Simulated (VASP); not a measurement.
Data:

```xyz
8
Lattice="3.1904 0.0000 0.0000 0.0000 3.1904 0.0000 0.0000 0.0000 23.9966" Properties=species:S:1:pos:R:3 pbc="T T T"
Hf     0.0000     1.5952     8.6144
Hf     1.5952     0.0000    10.8703
Hf     0.0000     1.5952    13.1263
Hf     1.5952     0.0000    15.3822
N      0.0000     1.5952    10.8703
N      1.5952     0.0000     8.6144
N      0.0000     1.5952    15.3822
N      1.5952     0.0000    13.1263
```

These are r2SCAN meta-GGA, VASP's PBE PAW potentials (set 64) (plane waves; VASP 6.6.1) values and carry that method's errors. Run with PREC = Normal, EDIFF = 1E-5, 450 eV cut-off, 9×9×1 Γ-centred mesh, first-order Methfessel-Paxton smearing of 0.10 eV, potentials Hf_pv N.

Problem. The ions are relaxed. Which structure does the run end with?

Solution. 
```xyz
8
Lattice="3.1904 0.0000 0.0000 0.0000 3.1904 0.0000 0.0000 0.0000 23.9966" Properties=species:S:1:pos:R:3 pbc="T T T"
Hf     0.0000     1.5952     8.7181
Hf     1.5952     0.0000    10.9017
Hf     3.1904     1.5952    13.0949
Hf     1.5952     0.0000    15.2785
N      3.1904     1.5952    10.8347
N      1.5952     0.0000     8.5724
N      0.0000     1.5952    15.4242
N      1.5952     0.0000    13.1619
```

Problem. How much energy does the relaxation gain?

Solution. The energy (σ→0) changes by -44.7 meV/atom, in 13 ionic steps.

The cell is a thin slab with vacuum, built from HfN (rock salt): (100) face.
